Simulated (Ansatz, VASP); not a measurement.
# Cross-check of Si54N71Cl (Cl_N) between VASP and Ansatz

Wanted: the spread between two codes on one cell, functional and k mesh. The cell is taken from a series of runs on this material, whose earlier steps may have relaxed, scaled, displaced or heated it; both programs get it as it stands.

Method: plane waves, with VASP 6.6.1 beside it; single point at PBEsol, in Ansatz 0.2.0.

### Step 1. Set-up

The cell holds 126 atoms: 54 Si, 71 N and 1 Cl. Cell: a = 13.206 Å, b = 13.206 Å, c = 8.731 Å, α = 90.0°, β = 90.0°, γ = 120.0°. It derives from Si3N4 (Si3N4 (P6_3/m)). Nearest the centre at fractional (0.576, 0.453, 0.583): Cl126 at 0.27 Å, Si35 at 2.02 Å, Si53 at 2.03 Å, Si32 at 2.70 Å, N99 at 2.89 Å, N122 at 2.89 Å, N84 at 2.89 Å, N107 at 2.90 Å.

### Step 2. VASP: single point, PBEsol

A single point gives forces, pressure and levels at one fixed geometry, so differences don't come from the geometry; what else differs is listed under the comparison.

Lines of VASP's logs that name or quote its potential files are left out, and so is its time.

The input, INCAR:

```
SYSTEM = Si54N71Cl
PREC = Accurate
ENCUT = 520
EDIFF = 1E-06
NELM = 120
ISMEAR = -1
SIGMA = 0.01
LREAL = Auto
ALGO = Normal
GGA = PS
NBANDS = 384
LORBIT = 11
LWAVE = .FALSE.
LCHARG = .FALSE.
ISIF = 2
ISYM = 0
LASPH = .TRUE.
GGA_COMPAT = .FALSE.
EFERMI = MIDGAP
KPAR = 4
```

The input, POSCAR:

```
Si54N71Cl
1.0
   11.4366858822      6.6029736727      0.0000000000
  -11.4366858822      6.6029736727      0.0000000000
    0.0000000000      0.0000000000      8.7307673276
Si N Cl
54 71 1
Direct
    0.0214573971      0.8094864391      0.2501666128
    0.3528741202      0.4729757936      0.2504057311
[... 9 atom lines left out ...]
    0.8659073818      0.5493236642      0.2479050541
[... 1 atom line left out ...]
    0.4511593552      0.3113883472      0.2518043336
[... 2 atom lines left out ...]
    0.6485862460      0.5253434549      0.0836506136
[... 2 atom lines left out ...]
    0.3518960950      0.4724338322      0.5836590975
[... 2 atom lines left out ...]
    0.5450659457      0.6865206258      0.4170013566
    0.8798153120      0.3546865346      0.4170421837
[... 1 atom line left out ...]
    0.4749067275      0.1164736204      0.4151381891
    0.8109068416      0.7930963223      0.4172772338
    0.1798231148      0.2143777787      0.5836671154
[... 1 atom line left out ...]
    0.8646300713      0.5506520623      0.5836611086
[... 1 atom line left out ...]
    0.3814842922      0.2404105595      0.5836620577
[... 2 atom lines left out ...]
    0.6617147211      0.5416358027      0.3927275589
[... 2 atom lines left out ...]
    0.3528739365      0.4729782681      0.9169142640
[... 2 atom lines left out ...]
    0.5450674982      0.6865199493      0.7502949359
    0.8798160642      0.3546870496      0.7502507819
[... 1 atom line left out ...]
    0.4749076505      0.1164736292      0.7521601825
    0.8109092911      0.7930993021      0.7500302124
[... 2 atom lines left out ...]
    0.8659068811      0.5493226224      0.9194157547
[... 1 atom line left out ...]
    0.4511594984      0.3113920600      0.9155198691
[... 2 atom lines left out ...]
    0.6617195818      0.5416450224      0.7745826458
[... 2 atom lines left out ...]
    0.3322658217      0.3326327513      0.2525399357
[... 3 atom lines left out ...]
    0.6674726126      0.6650959909      0.0836292186
[... 7 atom lines left out ...]
    0.4571552610      0.2442098674      0.0836575566
[... 6 atom lines left out ...]
    0.7892603201      0.5456949656      0.0836580694
[... 1 atom line left out ...]
    0.5774934912      0.4513992308      0.2492022955
[... 1 atom line left out ...]
    0.0032475787      0.6701329237      0.5836778515
    0.3222414271      0.3281946320      0.5836875021
[... 3 atom lines left out ...]
    0.6692183935      0.6713889349      0.4174150472
    0.2131112685      0.4559925368      0.5836533378
    0.5479691896      0.1233929568      0.5836486758
    0.8821537275      0.7923005540      0.5836550620
[... 1 atom line left out ...]
    0.4260745909      0.5443775777      0.4181038811
[... 2 atom lines left out ...]
    0.4459480757      0.2326931513      0.4153647933
[... 1 atom line left out ...]
    0.2310294114      0.1060574107      0.5836471512
    0.5435377738      0.7568132217      0.5836526261
    0.8760754203      0.4257125082      0.5836510925
[... 2 atom lines left out ...]
    0.7931150254      0.5496096142      0.4144164257
[... 3 atom lines left out ...]
    0.3322651941      0.3326352149      0.9148320749
[... 3 atom lines left out ...]
    0.6692204354      0.6713933231      0.7498464219
[... 4 atom lines left out ...]
    0.4260778159      0.5443725766      0.7492147422
[... 2 atom lines left out ...]
    0.4459254717      0.2326762283      0.7519664653
[... 6 atom lines left out ...]
    0.7931217012      0.5496236508      0.7529023298
[... 1 atom line left out ...]
    0.5774975568      0.4514012765      0.9180961324
[... 1 atom line left out ...]
    0.5765966284      0.4325263471      0.5836663945
```

The input, KPOINTS:

```
Points of the shifted mesh
8
Reciprocal
 0.2500000000  0.2500000000  0.2500000000 1
 0.2500000000  0.2500000000  0.7500000000 1
 0.2500000000  0.7500000000  0.2500000000 1
 0.2500000000  0.7500000000  0.7500000000 1
 0.7500000000  0.2500000000  0.2500000000 1
 0.7500000000  0.2500000000  0.7500000000 1
 0.7500000000  0.7500000000  0.2500000000 1
 0.7500000000  0.7500000000  0.7500000000 1
```

Potentials, in the order of the species: Si, N and Cl (PBE family, release 64).

Started as:

```sh
mpirun -np 16 vasp_std
```

Numbers of over 12 decimals in the logs are rounded to 6 here.

The log of the run:

```text
[banner, memory and clock lines left out]
running   16 mpi-ranks, on    1 nodes
[...]
|                                                                             |
|           W    W    AA    RRRRR   N    N  II  N    N   GGGG   !!!           |
|           W    W   A  A   R    R  NN   N  II  NN   N  G    G  !!!           |
|           W    W  A    A  R    R  N N  N  II  N N  N  G       !!!           |
|           W WW W  AAAAAA  RRRRR   N  N N  II  N  N N  G  GGG   !            |
|           WW  WW  A    A  R   R   N   NN  II  N   NN  G    G                |
|           W    W  A    A  R    R  N    N  II  N    N   GGGG   !!!           |
|                                                                             |
|     For optimal performance we recommend to set                             |
|       NCORE = 2 up to number-of-cores-per-socket                            |
|     NCORE specifies how many cores store one orbital (NPAR=cpu/NCORE).      |
|     This setting can greatly improve the performance of VASP for DFT.       |
[...]
|                                                                             |
|     You enforced a specific xc type in the INCAR file but a different       |
|     [... a line on the potential file left out ...]
|     I HOPE YOU KNOW WHAT YOU ARE DOING!                                     |
|                                                                             |

 LDA part: xc-table for (Slater+PW92), standard interpolation
 POSCAR, INCAR and KPOINTS ok, starting setup
[...]
entering main loop
       N       E                     dE             d eps       ncg     rms          rms(c)
DAV:   1     0.273493615536E+04    0.27349E+04   -0.28576E+05  6176   0.140E+03
DAV:   2    -0.937381561207E+03   -0.36723E+04   -0.35292E+04  7504   0.300E+02
DAV:   3    -0.120349490586E+04   -0.26611E+03   -0.26359E+03  7504   0.826E+01
DAV:   4    -0.120963528300E+04   -0.61404E+01   -0.60997E+01  7704   0.127E+01
[...]
DAV:  16    -0.106761195244E+04   -0.19344E-04   -0.14717E-05  7304   0.648E-03    0.776E-03
DAV:  17    -0.106761195956E+04   -0.71200E-05   -0.10407E-05  6800   0.481E-03    0.298E-03
DAV:  18    -0.106761196033E+04   -0.76661E-06   -0.94882E-07  5056   0.196E-03
   1 F= -.10676120E+04 E0= -.10676119E+04  d E =-.651964E-04
```

OUTCAR, selected parts (step 2):

```text
  FREE ENERGIE OF THE ION-ELECTRON SYSTEM (eV)
  ---------------------------------------------------
  free  energy   TOTEN  =     -1067.6119603255 eV

  energy  without entropy=    -1067.6118951291  energy(sigma->0) =    -1067.61192773
```

The run ends at a pressure of 2.77 GPa, with forces up to 1.5 eV/Å.

### Step 3. Ansatz: single point, PBEsol

Ansatz runs on its PAW soft_1 files.

The same cell, functional, mesh and smearing now go to Ansatz.

The input, input.yaml:

```yaml
crystal:
  checkpoint: "../qp2.relax.run"
  host: checkpoint
basis:
  ecutwfc: 420
  xc_grid: 2
hamiltonian:
  xc: pbesol
  pseudopotentials: { kind: paw, azcp: { folder: soft_1 }, xc_functional: pbe }
kpoints:
  mp_grid: { grid: [2, 2, 2], shift: [0.5, 0.5, 0.5] }
scf:
  occupations: { method: fermi_dirac, width: 0.01 }
  max_iter: 60
output:
  forces: true
  eigenvalues: true
  charged_corrections: { defect_position: [0.576408, 0.453208, 0.583333] }
checkpoint:
  read: "../qp2.relax.run"
  write: "../qp2.point_neutral.run"
  compress: false
  write_wavefunctions: false
  write_every: 100000
```

Started as:

```sh
ansatz run input.yaml --threads 4 --pin off --max-ram 15073MiB --backend cpu --events-out ev --progress --plain --runs-dir out
```

The log of the run:

```text
checkpoint.read: the saved state was converged at a total charge of 2 e, and this run's is 0 e: a saved density that it takes is scaled to its electron count
crystal.checkpoint: the structure is that of <dir>, a `relax` run, at its step 12: its result, under pbesol at a charge of 2 e; 126 atoms read, 0 with a starting moment; this deck's charge is 0 e; crystal.structure_sha256 for this input is
Engine: ansatz 0.2.0, x86_64-unknown-linux-gnu
Pseudopotentials: kind: paw
Pseudopotential: Si, paw, valence charge 4, recommended cutoff 420 eV (normal), soft_1/Si.paw.azcp
Pseudopotential: N, paw, valence charge 5, recommended cutoff 420 eV (normal), soft_1/N.paw.azcp
Pseudopotential: Cl, paw, valence charge 7, recommended cutoff 420 eV (normal), soft_1/Cl.paw.azcp
Functional definition: PBEsol
  exchange = pbesol_x
  correlation = pbesol_c
Crystal: 126 atoms, lattice volume = 1318.628 Å³
Basis set: ecut = 420 eV, 25805 PW (Γ), exchange–correlation on 180×180×120 points (8 copies of the dense FFT grid, shifted against one another)
Bands: 415, of which v1, the nominal top of the filled ones, is band 289 counted from 1 (288 counted from 0)
Symmetry: 1 space group operations
Space group: P1 (ITA 1), of the structure as read, at distance tolerance 1.1e-4 Å
k-points: 4 of 8 (time reversal used)
Non-local potential: Si, projectors of the file, l = 0: 2, l = 1: 2, l = 2: 1
Non-local potential: N, projectors of the file, l = 0: 2, l = 1: 2, l = 2: 1
Non-local potential: Cl, projectors of the file, l = 0: 2, l = 1: 2, l = 2: 1
PAW form: soft (Blöchl's): semilocal exchange-correlation on the pseudo side does not see the compensation charge
PAW frozen core: Si, regenerated for the run's functional, and the local potential with it (the file was generated under x = pbe(κ = 0.804, μ = 0.219515), c = pbe(β = 0.066725))
PAW frozen core: N, regenerated for the run's functional, and the local potential with it (the file was generated under x = pbe(κ = 0.804, μ = 0.219515), c = pbe(β = 0.066725))
PAW frozen core: Cl, regenerated for the run's functional, and the local potential with it (the file was generated under x = pbe(κ = 0.804, μ = 0.219515), c = pbe(β = 0.066725))
PAW one-centre angular grid: Si, 110 points (default); XC on 64 Gauss nodes
PAW one-centre angular grid: N, 110 points (default); XC on 64 Gauss nodes
PAW one-centre angular grid: Cl, 110 points (default); XC on 64 Gauss nodes
Initial density: read from a saved state, or passed on in memory by an earlier SCF of this step, an earlier step, the calling program or the single point that the run made first
Initial wavefunctions: pseudopotential atomic-orbital guess
Functional: x = pbesol(κ = 0.804, μ = 0.123457), c = pbesol(β = 0.046)
iter 1 solved again at ethr=5.77e-4 eV; its pass at ethr=3.10e-3 eV (dr2=3.34e0 eV) is discarded
SCF iter   1: F=—  HF=-61638.129929 eV  |F-HF|=—  |Δ(HF+E_count)|=         —  Δρ=8.15e-3  dr2=3.35e0  ethr=5.77e-4  ⟨swp⟩=5.0  Hψ=10682  notcnv=0
preconditioner: auto → Resta (q_TF=auto, 2.378 Å⁻¹)  ε∞=4.0  [insulator: Δε(μ)=0.301 eV  Ē_g=14.108 eV  σ=0.010 eV  W_gap=1.00  n_scr=282 (ndim 8)  ℏωp=24.6 eV  f_vac=0.036  D(μ)=0.00/eV (n_scr^D=0)  ε∞_Penn≈4.0]
SCF iter   2: F=—  HF=-61637.548880 eV  |F-HF|=—  |Δ(HF+E_count)|=   5.81e-1  Δρ=3.71e-3  dr2=6.89e-1  ethr=5.77e-4  ⟨swp⟩=7.0  Hψ=3448  notcnv=0
SCF iter   3: F=—  HF=-61637.486921 eV  |F-HF|=—  |Δ(HF+E_count)|=   6.20e-2  Δρ=2.24e-3  dr2=2.76e-1  ethr=1.19e-4  ⟨swp⟩=3.0  Hψ=1958  notcnv=0  defer=452
SCF iter   4: F=—  HF=-61637.455846 eV  |F-HF|=—  |Δ(HF+E_count)|=   3.11e-2  Δρ=8.84e-4  dr2=1.27e-2  ethr=4.77e-5  ⟨swp⟩=5.0  Hψ=1258  notcnv=0  defer=154
automatic band count: iteration 4 solves 335 bands in place of 415: the levels show a gap, and the empty bands left out lie too high to hold charge; the band table lists the bands solved (type scf.n_extra_bands for more)
SCF iter   5: F=—  HF=-61637.454544 eV  |F-HF|=—  |Δ(HF+E_count)|=   1.30e-3  Δρ=3.47e-4  dr2=2.38e-3  ethr=2.20e-6  ⟨swp⟩=4.0  Hψ=2106  notcnv=0  defer=154
SCF iter   6: F=—  HF=-61637.454368 eV  |F-HF|=—  |Δ(HF+E_count)|=   1.76e-4  Δρ=9.33e-5  dr2=2.59e-4  ethr=4.12e-7  ⟨swp⟩=3.5  Hψ=2572  notcnv=0  defer=154
SCF iter   7: F=—  HF=-61637.454431 eV  |F-HF|=—  |Δ(HF+E_count)|=   6.33e-5  Δρ=3.94e-5  dr2=2.74e-5  ethr=4.47e-8  ⟨swp⟩=2.0  Hψ=1784  notcnv=0  defer=154
SCF iter   8: F=—  HF=-61637.453743 eV  |F-HF|=—  |Δ(HF+E_count)|=   6.89e-4  Δρ=1.62e-5  dr2=8.32e-6  ethr=4.73e-9  ⟨swp⟩=3.0  Hψ=2502  notcnv=0  defer=154
SCF iter   9: F=—  HF=-61637.453746 eV  |F-HF|=—  |Δ(HF+E_count)|=   3.56e-6  Δρ=5.61e-6  dr2=9.39e-7  ethr=1.44e-9  ⟨swp⟩=3.0  Hψ=1924  notcnv=0  defer=154
SCF iter  10: F=—  HF=-61637.453747 eV  |F-HF|=—  |Δ(HF+E_count)|=   8.45e-7  Δρ=2.64e-6  dr2=1.90e-7  ethr=1.62e-10  ⟨swp⟩=3.0  Hψ=2348  notcnv=0  defer=154
[...]
k-point 2: bands = [... 285 lower, 7.8232, 8.0065, 8.0580, 12.4276, 12.6421, 12.6993, 12.7546, 12.8378, ... 42 higher]
  k-point 3: bands = [... 285 lower, 7.8232, 8.0065, 8.0580, 12.4276, 12.6421, 12.6992, 12.7548, 12.8378, ... 42 higher]
```

In the SCF lines HF is the Harris–Foulkes energy and dr2 the Hartree energy of the density residual, in eV; the loop may stop once dr2 is under the threshold and the program's other checks hold. Hψ counts applications of the Hamiltonian.

### Step 4. Side by side

Known differences besides the potentials themselves: the cutoff is 420 eV in Ansatz and 520 eV in VASP (PREC = Accurate, projectors in real space); Ansatz makes its cores anew for this functional, VASP keeps those of its PBE data sets. Total energies have different zeros and are not compared.

Both answers:

| quantity | Ansatz | VASP | difference |
| --- | --- | --- | --- |
| gap on the k mesh (eV) | 0.161 | 0.161 | 0.000 |

Forces on 8 of the 126 atoms, those with the largest forces and the largest differences (eV/Å; atoms numbered as in POSCAR):

| atom | Ansatz x, y, z | VASP x, y, z |
| --- | --- | --- |
| Si26 | -1.067, -0.028, 0.686 | -1.068, -0.029, 0.697 |
| Si32 | 1.443, 0.268, -0.001 | 1.457, 0.224, 0.000 |
| Si35 | 0.162, 0.739, -1.193 | 0.169, 0.722, -1.193 |
| Si44 | -1.067, -0.028, -0.686 | -1.066, -0.028, -0.695 |
| Si53 | 0.162, 0.740, 1.193 | 0.168, 0.722, 1.192 |
| N60 | -0.880, 0.326, 0.001 | -0.880, 0.323, 0.001 |
| N80 | -0.679, -0.086, -0.001 | -0.688, -0.044, -0.001 |
| Cl126 | -0.028, -0.978, -0.001 | -0.025, -0.938, -0.001 |

The forces differ by 5.9 meV/Å r.m.s., which is 2.1 % of the r.m.s. force of 0.284 eV/Å (both taken over all components). A gap on the mesh is an upper bound, since the band edges may lie between its points.

### Step 5. Outcome

| Property | Result |
| --- | --- |
| r.m.s. force difference (single point, PBEsol) | 2.1 % of the r.m.s. force |

In words: The r.m.s. force difference is 2.1 % of the r.m.s. force (single point, PBEsol), within the 3 % picked in this series as the mark of a large difference. How closely two codes agree says nothing of how well the functional describes the real material.

[Lines on the potential files, build, host, timing and source positions are cut from VASP's logs without a mark.]

[Logs are printed without paths, hosts, clocks, repeated set-up lines and the standing remarks that a program may print on its own settings, such as how far it seeks lower states.]

[Hosts, paths, dates, database ids (printed as entryN), source tags and the programs' standing remarks are cut or masked in the printed files.]
